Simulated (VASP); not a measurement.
Ti4Ge3:

```
Ti Ge
1.0
     0.00000    3.80094    3.80094
     3.80094    0.00000    3.80094
     3.80094    3.80094    0.00000
Ti Ge
4 3
Direct
  0.40076 0.79773 0.40076
  0.40076 0.40076 0.40076
  0.79773 0.40076 0.40076
  0.40076 0.40076 0.79773
  0.25000 0.25000 0.25000
  0.75000 0.75000 0.75000
  0.00000 0.00000 0.00000
```

The cell was built by a generator and needn't be a form met in nature.

* Program: VASP 6.6.1
* Task: relaxation of cell and atoms
* Functional: PBE
* Potentials or basis: VASP PAW PBE potentials, release 64 (Ti_sv, Ge_d)
* Cutoff: 520 eV
* k mesh: 4 × 4 × 4
* Occupations: gaussian, width 0.15 eV
* Spin: no spin polarisation

At the start: pressure 45.9 GPa; volume 15.69 Å³/atom.

**Question.** How do energy, volume and symmetry change on relaxing?

**Answer.** Over 8 steps the energy falls by 997.3 meV/atom and the volume is 25.12 Å³/atom (+60.1 %); space group F-43m (No. 216, to 0.05 Å).

Step by step:
| step | energy change (eV) | largest force (eV/Å) | pressure (GPa) | volume (Å³) |
| --- | --- | --- | --- | --- |
| 1 | 0.0000 | 0.0473 | 45.90 | 109.83 |
| 2 | -8.4386 | 2.7315 | -23.17 | 197.89 |
| 3 | -6.8410 | 0.9902 | 0.78 | 171.97 |
| 4 | -6.8821 | 0.9592 | 0.57 | 173.41 |
| 5 | -6.8877 | 0.9369 | -0.72 | 177.23 |
| 6 | -6.8895 | 0.9497 | 0.19 | 175.03 |
| 7 | -6.9655 | 0.3201 | 0.02 | 176.00 |
| 8 | -6.9810 | 0.0268 | 0.00 | 175.84 |

Final structure:
```yaml
crystal:
  lattice:
    - [0.00000, 4.44658, 4.44658]
    - [4.44658, 0.00000, 4.44658]
    - [4.44658, 4.44658, 0.00000]
  atoms:
    - { symbol: Ti, position: [0.39854, 0.80437, 0.39854] }
    - { symbol: Ti, position: [0.39854, 0.39854, 0.39854] }
    - { symbol: Ti, position: [0.80437, 0.39854, 0.39854] }
    - { symbol: Ti, position: [0.39854, 0.39854, 0.80437] }
    - { symbol: Ge, position: [0.25000, 0.25000, 0.25000] }
    - { symbol: Ge, position: [0.75000, 0.75000, 0.75000] }
    - { symbol: Ge, position: [0.00000, 0.00000, 0.00000] }
```

Caveat: the volume moved by over 15 % at a fixed basis, so the end points are rough.
